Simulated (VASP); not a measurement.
Data:

```yaml
crystal:
  lattice:
    - [3.04980, 0.00000, 0.00000]
    - [0.00000, 3.04980, 0.00000]
    - [0.00000, 0.00000, 3.04980]
  atoms:
    - { symbol: Ti, position: [0.00000, 0.00000, 0.00000] }
    - { symbol: Co, position: [0.50000, 0.50000, 0.50000] }
```

Method: PBE GGA + U (Dudarev), VASP's PBE PAW potentials (set 64) (plane waves; VASP). Numerical set-up: 400 eV cut-off, 11×11×11 Γ-centred mesh, first-order Methfessel-Paxton smearing of 0.10 eV, potentials Ti_sv Co, U − J: Ti 3.00 eV, Co 3.00 eV.

Problem. Predict the energy per atom (σ→0), pressure, band gap (on the k-mesh) with the smallest direct gap where there is one.

Solution. 
```
Item                                                        Result
------------------------  ----------------------------------------
band gap (on the k-mesh)  none (metal, semimetal or under 0.01 eV)
energy per atom (σ→0)                               -5.283 eV/atom
pressure                                                -10.79 GPa
```

The compound is TiCo in the CsCl type structure. The cell was not relaxed at this level. The run is one of a series of settings (LDAU = .TRUE., LDAUJ = 0 0, LDAUL = 2 2, LDAUTYPE = 2, LDAUU = 3.0 3.0 against the base run), some of them coarse on purpose. The run is not spin-polarised, so no magnetic state was tried. The electron count is odd and the run is not spin-polarised, which forces a metal.
